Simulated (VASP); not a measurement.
Data:

```xyz
8
Lattice="1.4061 -2.4355 0.0000 1.4061 2.4355 0.0000 0.0000 0.0000 12.5871" Properties=species:S:1:pos:R:3 pbc="T T T"
Al     1.4061     0.8118     9.4403
Al     1.4061    -0.8118     3.1468
Cr     1.4061     0.8118     1.0658
Cr     1.4061    -0.8118     7.3593
Cr     1.4061    -0.8118    11.5213
Cr     1.4061     0.8118     5.2277
C      0.0000     0.0000     0.0000
C      0.0000     0.0000     6.2935
```

Level of theory: PBEsol GGA, VASP's PBE PAW potentials (set 64) (plane waves; VASP). Settings: 520 eV cut-off, 14×14×3 Γ-centred mesh, tetrahedra with Blöchl corrections, potentials Al Cr_pv C.

Question: Predict the energy per atom (σ→0), band gap (on the k-mesh) with the smallest direct gap where there is one.

Answer: 
- band gap (on the k-mesh): none (metal, semimetal or under 0.01 eV)
- energy per atom (σ→0): -8.782 eV/atom

The compound is AlCr2C in the sg194 structure. It was relaxed first, which changed the volume by -5 %. The run is not spin-polarised, so no magnetic state was tried.
